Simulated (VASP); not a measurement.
Crystal: C.

```
C
1.0
     2.46400    0.00000    0.00000
    -1.23200    2.13389    0.00000
     0.00000    0.00000    6.71100
C
4
Direct
  0.00000 0.00000 0.25000
  0.00000 0.00000 0.75000
  0.33333 0.66667 0.25000
  0.66667 0.33333 0.75000
```

| Property | Result |
| --- | --- |
| Program | VASP 6.6.1 |
| Task | relaxation of cell and atoms |
| Functional | LDA |
| Potentials or basis | VASP PAW LDA potentials, release 64 (C) |
| Cutoff | 600 eV |
| k mesh | 20 × 20 × 6 |
| Occupations | gaussian, width 0.05 eV |
| Spin | no spin polarisation |

At the start: pressure -6.2 GPa; volume 8.82 Å³/atom.

Task: Where does the relaxation end?

Result: Over 13 steps the energy falls by 4.1 meV/atom and the volume is 8.52 Å³/atom (-3.4 %); space group P6_3/mmc (No. 194, to 0.05 Å).

The path:
```csv
step,energy change (eV),largest force (eV/Å),pressure (GPa),volume (Å³)
1,0.0000,0.0000,-6.25,35.29
2,0.0690,0.0000,15.55,33.55
3,-0.0147,0.0000,-0.32,34.77
4,-0.0147,0.0000,-0.20,34.76
5,-0.0147,0.0000,-0.07,34.75
6,-0.0149,0.0000,-0.06,34.70
7,-0.0154,0.0000,-0.04,34.54
8,-0.0161,0.0000,0.08,34.24
9,-0.0159,0.0000,0.34,33.63
10,-0.0163,0.0000,0.28,33.96
11,-0.0163,0.0000,0.20,34.06
12,-0.0150,0.0000,-1.91,34.20
13,-0.0163,0.0000,-0.03,34.08
```

Final structure:
```xyz
4
Lattice="2.4460 0.0000 0.0000 -1.2230 2.1183 0.0000 0.0000 0.0000 6.5767" Properties=species:S:1:pos:R:3 pbc="T T T"
C     0.0000    0.0000    1.6442
C     0.0000    0.0000    4.9325
C     0.0000    1.4122    1.6442
C     1.2230    0.7061    4.9325
```
